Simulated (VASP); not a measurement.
Level of theory: RPBE GGA, VASP's PBE PAW potentials (set 64) (plane waves; VASP).

Input for VASP

INCAR:
```
ALGO = Normal
EDIFF = 1E-7
ENCUT = 520
GGA = RP
ISIF = 2
ISMEAR = 0
LASPH = .TRUE.
LCHARG = .FALSE.
LREAL = .FALSE.
LWAVE = .FALSE.
NELM = 100
PREC = Accurate
SIGMA = 0.05
SYSTEM = AlN
```

POSCAR:
```
AlN
1
    0.0000000000     2.2344626010     2.2344626010
    2.2344626010     0.0000000000     2.2344626010
    2.2344626010     2.2344626010     0.0000000000
Al N
1 1
Direct
  0.0000000000   0.0000000000   0.0000000000
  0.2500000000   0.2500000000   0.2500000000
```

### KPOINTS
```
Automatic mesh
0
Gamma
10 10 10
0 0 0
```

POTCAR, in this order: Al N (PBE.64 set). Program: vasp_std.

The run wrote:

OUTCAR:
```
 ion  position               nearest neighbor table
   1  0.000  0.000  0.000-   2 1.94   2 1.94   2 1.94   2 1.94
   2  0.250  0.250  0.250-   1 1.94   1 1.94   1 1.94   1 1.94
  LATTYP: Found a face centered cubic cell.
 ALAT       =     4.4689252020
 Subroutine PRICEL returns:
 Original cell was already a primitive cell.
 Subroutine GETGRP returns: Found 24 space group operations
The static configuration has the point symmetry T_d .
The dynamic configuration has the point symmetry T_d .
 Subroutine INISYM returns: Found 24 space group operations
 Subroutine IBZKPT returns following result:
 Found     47 irreducible k-points:

 Following reciprocal coordinates:
            Coordinates               Weight
  0.000000  0.000000  0.000000      1.000000
  0.100000  0.000000  0.000000      8.000000
  0.200000  0.000000  0.000000      8.000000
  0.300000  0.000000  0.000000      8.000000
  0.400000  0.000000  0.000000      8.000000
  0.500000  0.000000  0.000000      4.000000
  0.100000  0.100000  0.000000      6.000000
  0.200000  0.100000  0.000000     24.000000
  0.300000  0.100000  0.000000     24.000000
...
```

OSZICAR:
```
       N       E                     dE             d eps       ncg     rms          rms(c)
DAV:   1     0.105784699996E+02    0.10578E+02   -0.39861E+03   800   0.815E+02
DAV:   2    -0.157984887694E+02   -0.26377E+02   -0.24779E+02  1000   0.141E+02
DAV:   3    -0.163210438984E+02   -0.52256E+00   -0.52256E+00   872   0.250E+01
DAV:   4    -0.163229475182E+02   -0.19036E-02   -0.19036E-02  1144   0.143E+00
DAV:   5    -0.163229501777E+02   -0.26595E-05   -0.26595E-05   840   0.441E-02    0.843E+00
DAV:   6    -0.141133144120E+02    0.22096E+01   -0.13315E+01   832   0.231E+01    0.304E+00
DAV:   7    -0.141189876203E+02   -0.56732E-02   -0.96713E-02   760   0.333E+00    0.205E+00
DAV:   8    -0.141232528238E+02   -0.42652E-02   -0.26452E-02   800   0.215E+00    0.453E-01
DAV:   9    -0.141228214271E+02    0.43140E-03   -0.11480E-03  1096   0.266E-01    0.230E-01
DAV:  10    -0.141230423563E+02   -0.22093E-03   -0.75203E-04   800   0.227E-01    0.550E-02
DAV:  11    -0.141230339406E+02    0.84157E-05   -0.38529E-05   928   0.439E-02    0.256E-02
DAV:  12    -0.141230341492E+02   -0.20860E-06   -0.61387E-06   792   0.224E-02    0.148E-03
DAV:  13    -0.141230341402E+02    0.90402E-08   -0.56711E-07  1120   0.522E-03
   1 F= -.14123034E+02 E0= -.14123034E+02  d E =-.632414E-11
```

**OUTCAR**
```
------------------------ aborting loop because EDIFF is reached ----------------------------------------
  FORCE on cell =-STRESS in cart. coord.  units (eV):
  Direction    XX          YY          ZZ          XY          YZ          ZX
  --------------------------------------------------------------------------------------
  Total       -0.7234102     -0.7234102     -0.7234102      0.0000000     -0.0000000      0.0000000
  in kB      -51.9452624    -51.9452624    -51.9452624      0.0000000     -0.0000000      0.0000000
  external PRESSURE =     -51.9452624 kB  Pullay stress =       0.0000000 kB
  volume of cell :       22.31
      direct lattice vectors                 reciprocal lattice vectors
     0.000000000  2.234462601  2.234462601    -0.223767451  0.223767451  0.223767451
     2.234462601  0.000000000  2.234462601     0.223767451 -0.223767451  0.223767451
     2.234462601  2.234462601  0.000000000     0.223767451  0.223767451 -0.223767451
  FREE ENERGIE OF THE ION-ELECTRON SYSTEM (eV)
  ---------------------------------------------------
  free  energy   TOTEN  =       -14.1230341402 eV

  energy  without entropy=      -14.1230341402  energy(sigma->0) =      -14.12303414
```
(Selected blocks of OUTCAR.)

The compound is AlN in the zinc blende structure, a metastable form; wurtzite is the usual one. This cell is one point of a volume scan, at 1.03 of the reference volume.
